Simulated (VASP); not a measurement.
Given:

```xyz
1
Lattice="-2.6400 2.6400 2.6400 2.6400 -2.6400 2.6400 2.6400 2.6400 -2.6400" Properties=species:S:1:pos:R:3 pbc="T T T"
K      0.0000     0.0000     0.0000
```

These are r2SCAN meta-GGA, VASP's PBE PAW potentials (set 64) (plane waves; VASP) values and carry that method's errors. Numerical set-up: 400 eV cut-off, 9×9×9 Γ-centred mesh, first-order Methfessel-Paxton smearing of 0.10 eV, potentials K_sv.

Energy and stress use the plane-wave basis of the starting cell.

Q: The ions, cell shape and volume are relaxed. Which structure does the run end with?

A: 
```xyz
1
Lattice="-2.6700 2.6700 2.6700 2.6700 -2.6700 2.6700 2.6700 2.6700 -2.6700" Properties=species:S:1:pos:R:3 pbc="T T T"
K      0.0000     0.0000     0.0000
```
Space group Im-3m (229), at a tolerance of 0.03 Å.

Q: How do energy and volume change from the first to the last step?

A: The energy (σ→0) changes by -0.9 meV/atom and the volume by +3.4 %, in 3 ionic steps.

The compound is K in the bcc structure. This run relaxes it. Symmetry was kept, so distortions that lower it aren't found.
